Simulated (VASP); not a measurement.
A convergence study with VASP on SiO2 (rutile): one setting is varied, all else stays as given below, so the limit is that of these other settings.

```
CELL_PARAMETERS angstrom
      4.18000     0.00000     0.00000
      0.00000     4.18000     0.00000
      0.00000     0.00000     2.67000
ATOMIC_POSITIONS crystal
  Si 0.00000 0.00000 0.00000
  Si 0.50000 0.50000 0.50000
  O  0.30600 0.30600 0.00000
  O  0.80600 0.19400 0.50000
  O  0.19400 0.80600 0.50000
  O  0.69400 0.69400 0.00000
```

All values below come from PBEsol GGA, VASP's PBE PAW potentials (set 64) (plane waves; VASP 6.6.1). The tightest run used: 700 eV cut-off, 11×11×17 Γ-centred mesh, tetrahedra with Blöchl corrections, potentials Si O.

Gaps are read on the run's mesh, which can miss a band edge.

```
setting     E (eV/atom)  pressure (GPa)  largest force (eV/Å)  gap on the mesh (eV)  irreducible k-points
----------  -----------  --------------  --------------------  --------------------  --------------------
2×2×3 mesh      -8.1479            3.60                 0.074                 5.530                     6
3×3×4 mesh      -8.1651            3.56                 0.093                 5.538                     9
3×3×5 mesh      -8.1671            3.54                 0.093                 5.540                     9
```

**Question.** These are the cheaper rows. Estimate the results at 11×11×17 mesh, and how far the last row shown lies from them.

**Answer.** 
```tsv
quantity	tightest run	last row shown is off by
E (eV/atom)	-8.1677	0.0006
pressure (GPa)	3.56	-0.01
largest force (eV/Å)	0.093	0.000
gap on the mesh (eV)	5.540	0.000
```

Left out are rungs that failed or repeat a setting and relaxations that didn't move; long series are thinned to 24 rows.

The compound is SiO2 in the rutile structure, stishovite, a high-pressure form. The cell was not relaxed at this level, forces remain on its atoms.
